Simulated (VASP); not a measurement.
A convergence study with VASP on Pt (space group Fm-3m): one setting is varied, all else stays as given below, so the limit is that of these other settings. Each run relaxes cell and ions from the cell shown. The basis is that of the starting cell, so low cut-offs carry a Pulay error.

```xyz
1
Lattice="0.0000 1.9541 1.9541 1.9541 0.0000 1.9541 1.9541 1.9541 0.0000" Properties=species:S:1:pos:R:3 pbc="T T T"
Pt     0.0000     0.0000     0.0000
```

The numbers are results of PBEsol GGA, VASP's PBE PAW potentials (set 64) (plane waves; VASP), not measurements. The tightest run used: 600 eV cut-off, 14×14×14 Γ-centred mesh, Gaussian smearing of 0.10 eV, potentials Pt.

```tsv
setting	relaxed volume (Å³/atom)	E (eV/atom)	plane waves
ENCUT = 180	13.437	-7.2197	92
ENCUT = 210	14.403	-6.9650	113
ENCUT = 255	14.991	-6.9825	150
```

Problem. These are the cheaper rows. Estimate the results at ENCUT = 600, and how far the last row shown lies from them.

Solution. 
```tsv
quantity	tightest run	last row shown is off by
relaxed volume (Å³/atom)	15.013	-0.022
E (eV/atom)	-6.9713	-0.0113
```

Left out are rungs that failed or repeat a setting and relaxations that didn't move; long series are thinned to 24 rows.

The structure is a typed Pt crystal (space group no. 225).
